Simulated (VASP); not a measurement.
GeS (relaxed from the NiAs type structure, space group P6_3/mmc): computed properties

All values below come from PBE GGA, VASP's PBE PAW potentials (set 64) (plane waves; VASP 6.6.1).

```yaml
space_group: P6_3/mmc (194)
cell: a = 3.7844 Å, b = 3.7844 Å, c = 6.6652 Å, α = 90.00°, β = 90.00°, γ = 120.00°
volume_per_atom: 20.67 Å³/atom
band gap (over mesh and band path): none (metal, semimetal or under 0.01 eV)
density: 4.21 g/cm³
```

Space group P6₃/mmc (No. 194); a = 3.784 Å, b = 3.784 Å, c = 6.665 Å, α = 90.00°, β = 90.00°, γ = 120.00°

```json
[
 {"atom": "Ge", "site": "2a", "symmetry": "-3m.", "x": "0.0000", "y": "0.0000", "z": "0.0000"},
 {"atom": "S", "site": "2c", "symmetry": "-6m2", "x": "0.3333", "y": "0.6667", "z": "0.2500"}
]
```

The structure was generated: GeS was put into the NiAs type type (P6_3/mmc), which need not be its known phase. It was relaxed first, which changed the volume by +49 %. Symmetry was kept, so distortions that lower it aren't found.
